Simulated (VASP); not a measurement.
GeAu2:

```xyz
3
Lattice="3.1734 0.0000 0.0000 -1.5867 2.7483 0.0000 0.0000 0.0000 5.8020" Properties=species:S:1:pos:R:3 pbc="T T T"
Ge    0.0000    0.0000    0.0000
Au    0.0000    1.8322    1.4505
Au    1.5867    0.9161    4.3515
```

The cell was built by a generator and needn't be a form met in nature.

```yaml
Program: VASP 6.6.1
Task: relaxation of cell and atoms
Functional: PBEsol
Potentials_or_basis: VASP PAW PBE potentials, release 64 (Ge_d, Au)
Cutoff: 600 eV
k_mesh: 10 × 10 × 5
Occupations: methfessel-paxton, width 0.2 eV
Spin: no spin polarisation
```

At the start: pressure 37.6 GPa; volume 16.87 Å³/atom.

Question: Where does the relaxation end?

Answer: Over 24 steps the energy falls by 753.6 meV/atom and the volume is 18.29 Å³/atom (+8.4 %); space group P-3m1 (No. 164, to 0.05 Å).

The path:
```
step  energy change (eV)  largest force (eV/Å)  pressure (GPa)  volume (Å³)
   1              0.0000                5.3514           37.55        50.60
   2              0.1127                0.6941          -13.59        85.43
   3             -1.5456                0.8195           -5.46        63.35
   4             -1.5624                1.0046           -4.00        62.28
   5             -1.5660                1.1656           -2.75        61.43
   6             -1.7412                1.2698           -2.53        59.37
   7             -2.1649                1.0075            3.56        53.39
   8              2.2675               11.9014           95.99        42.38
   9             -2.0460                1.5071            6.00        53.04
  10             -1.6917                0.9650           26.93        47.57
  11             -2.0541                1.4308            8.48        52.00
  12             -2.0562                1.0518           12.15        50.68
  13             -2.0937                0.6805           11.75        50.69
  14             -2.1163                0.0720           11.75        50.72
  15             -2.1702                0.0951            8.84        51.53
  16             -2.2541                0.1317            1.87        54.02
  17             -2.2591                0.1375            0.28        54.74
  18             -2.2592                0.1383            0.09        54.86
  19             -2.2592                0.1386           -0.14        54.94
  20             -2.2595                0.1207           -0.18        54.94
  21             -2.2601                0.0794           -0.20        54.95
  22             -2.2608                0.0049           -0.19        54.96
  23             -2.2608                0.0040           -0.21        54.96
  24             -2.2609                0.0044           -0.04        54.87
```

Final structure:
```
CELL_PARAMETERS angstrom
3.36588 0.00000 0.00000
-1.68294 2.91494 0.00000
0.00000 0.00000 5.59266
ATOMIC_POSITIONS crystal
Ge 0.00000 0.00000 0.00000
Au 0.33333 0.66667 0.31979
Au 0.66667 0.33333 0.68021
```

Caveat: the PAW data sets were made with another functional, which shifts forces and pressure a little.
